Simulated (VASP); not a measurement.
OSZICAR of a VASP run on InAs (zinc blende):

OSZICAR:
```
       N       E                     dE             d eps       ncg     rms          rms(c)
DAV:   1     0.873520166957E+02    0.87352E+02   -0.88126E+03   520   0.153E+03
DAV:   2    -0.324708678110E+02   -0.11982E+03   -0.11633E+03   525   0.339E+02
DAV:   3    -0.412009803661E+02   -0.87301E+01   -0.86646E+01   690   0.963E+01
DAV:   4    -0.414339993112E+02   -0.23302E+00   -0.23288E+00   613   0.173E+01
DAV:   5    -0.414432816901E+02   -0.92824E-02   -0.92821E-02   761   0.301E+00    0.610E+00
DAV:   6    -0.380152523526E+02    0.34280E+01   -0.21067E+00   620   0.372E+01    0.317E+00
DAV:   7    -0.380193306161E+02   -0.40783E-02   -0.64964E-01   540   0.126E+01    0.159E+00
DAV:   8    -0.379924377392E+02    0.26893E-01   -0.37648E-01   535   0.825E+00    0.107E+00
DAV:   9    -0.380016467690E+02   -0.92090E-02   -0.20732E-02   580   0.182E+00    0.829E-01
DAV:  10    -0.379918369768E+02    0.98098E-02   -0.20581E-01   520   0.500E+00    0.500E-01
DAV:  11    -0.380456718790E+02   -0.53835E-01   -0.57069E-02   525   0.263E+00    0.258E-01
DAV:  12    -0.380473602527E+02   -0.16884E-02   -0.81246E-03   535   0.991E-01    0.233E-01
DAV:  13    -0.380437639595E+02    0.35963E-02   -0.27386E-03   530   0.785E-01    0.821E-02
DAV:  14    -0.380484981528E+02   -0.47342E-02   -0.31827E-03   520   0.647E-01    0.394E-02
DAV:  15    -0.380485348357E+02   -0.36683E-04   -0.32189E-04   625   0.227E-01    0.376E-02
DAV:  16    -0.380485751162E+02   -0.40280E-04   -0.34803E-05   520   0.777E-02    0.309E-02
DAV:  17    -0.380486027115E+02   -0.27595E-04   -0.23339E-05   550   0.546E-02    0.248E-02
DAV:  18    -0.380486034516E+02   -0.74007E-06   -0.87700E-07   539   0.795E-03
   1 F= -.38048603E+02 E0= -.38048602E+02  d E =-.380486E+02
       N       E                     dE             d eps       ncg     rms          rms(c)
DAV:   1    -0.382243263993E+02   -0.17572E+00   -0.47845E+00   665   0.502E+01    0.285E+00
DAV:   2    -0.380752277617E+02    0.14910E+00   -0.31421E-01   670   0.136E+01    0.986E-01
DAV:   3    -0.380507003824E+02    0.24527E-01   -0.68144E-02   620   0.635E+00    0.427E-01
DAV:   4    -0.380533541002E+02   -0.26537E-02   -0.10160E-02   530   0.111E+00    0.510E-01
DAV:   5    -0.380535748101E+02   -0.22071E-03   -0.86470E-04   546   0.346E-01    0.425E-01
DAV:   6    -0.380447048779E+02    0.88699E-02   -0.88183E-03   520   0.132E+00    0.725E-02
DAV:   7    -0.380533070033E+02   -0.86021E-02   -0.48510E-03   520   0.892E-01    0.352E-02
DAV:   8    -0.380533315581E+02   -0.24555E-04   -0.24673E-04   640   0.109E-01    0.783E-02
DAV:   9    -0.380534991101E+02   -0.16755E-03   -0.72696E-05   545   0.870E-02    0.825E-02
DAV:  10    -0.380535189906E+02   -0.19881E-04   -0.53284E-05   540   0.908E-02    0.220E-02
DAV:  11    -0.380535197752E+02   -0.78458E-06   -0.74258E-06   650   0.227E-02
   2 F= -.38053520E+02 E0= -.38053396E+02  d E =-.491632E-02
       N       E                     dE             d eps       ncg     rms          rms(c)
DAV:   1    -0.380676484999E+02   -0.14130E-01   -0.35365E-01   650   0.129E+01    0.824E-01
DAV:   2    -0.380559989944E+02    0.11650E-01   -0.25985E-02   665   0.415E+00    0.262E-01
DAV:   3    -0.380542887860E+02    0.17102E-02   -0.45453E-03   625   0.168E+00    0.137E-01
DAV:   4    -0.380543279485E+02   -0.39162E-04   -0.11091E-03   520   0.386E-01    0.125E-01
DAV:   5    -0.380544484381E+02   -0.12049E-03   -0.31725E-04   520   0.218E-01    0.380E-02
DAV:   6    -0.380540917664E+02    0.35667E-03   -0.60973E-04   520   0.352E-01    0.334E-02
DAV:   7    -0.380544435336E+02   -0.35177E-03   -0.16661E-04   520   0.161E-01    0.311E-02
DAV:   8    -0.380544728698E+02   -0.29336E-04   -0.18742E-05   540   0.578E-02    0.104E-02
DAV:   9    -0.380544761163E+02   -0.32465E-05   -0.44642E-06   637   0.213E-02    0.560E-03
DAV:  10    -0.380544758576E+02    0.25871E-06   -0.44392E-07   300   0.720E-03
   3 F= -.38054476E+02 E0= -.38054402E+02  d E =-.587241E-02
```

Which electronic solver shows in the log?

It is blocked Davidson (ALGO = Normal, or the opening steps of other solvers). The INCAR had ALGO = Normal.

Can the final energy be trusted as converged?

Self-consistency was reached. It stopped with EDIFF = 1E-6, NELM = 100, NSW = 60 and EDIFFG = -0.01 after 3 ionic steps (r2SCAN meta-GGA, plane waves, VASP's PBE PAW potentials (set 64)). Energy and stress use the plane-wave basis of the starting cell.

The compound is InAs in the zinc blende structure. This run relaxes it. Symmetry was kept, so distortions that lower it aren't found.
